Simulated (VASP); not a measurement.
## Equation of state of CsBa3 under PBE

The structure is cubic, space group Fm-3m (No. 225). The conventional cell has a = 10.443 Å, b = 10.443 Å, c = 10.443 Å, α = 90.00°, β = 90.00°, γ = 90.00°.

The cell comes from a database or a generator and needn't be the stable form of this composition.

The cell was scaled at fixed shape and fractions and run with VASP, PBE PAW files Ba_sv, Cs_sv, 520 eV; PBE, k mesh 5 × 5 × 5 on the cell of 4 atoms, fermi-dirac occupations of 0.05 eV, no spin polarisation, no spin-orbit coupling. Energies are those that the program minimises, any entropy of the smearing included. For a metal such a mesh isn't converged to the digits shown.

```tsv
V (Å³/atom)	energy over the lowest row (meV/atom)
66.9006	6.938
68.3240	?
69.7474	1.083
71.1708	0.000
72.5942	0.019
74.0177	1.055
75.4411	3.027
```

Q: Fit the third-order Birch-Murnaghan form, give V0, B0 and B′, and predict the energy left open.

A: With y = (V0/V)^(2/3), E = E0 + (9 V0 B0/16) [(y - 1)³ B′ + (y - 1)² (6 - 4y)]. Least squares through the rows shown give V0 = 71.8518 Å³/atom, E0 = -0.123 meV, B0 = 6.020 GPa (1 eV/Å³ = 160.218 GPa) and B′ = 3.11, with a largest miss of 0.001 meV. At V = 68.3240 the form with these constants gives 3.362 meV; the run gave 3.361 meV an atom.
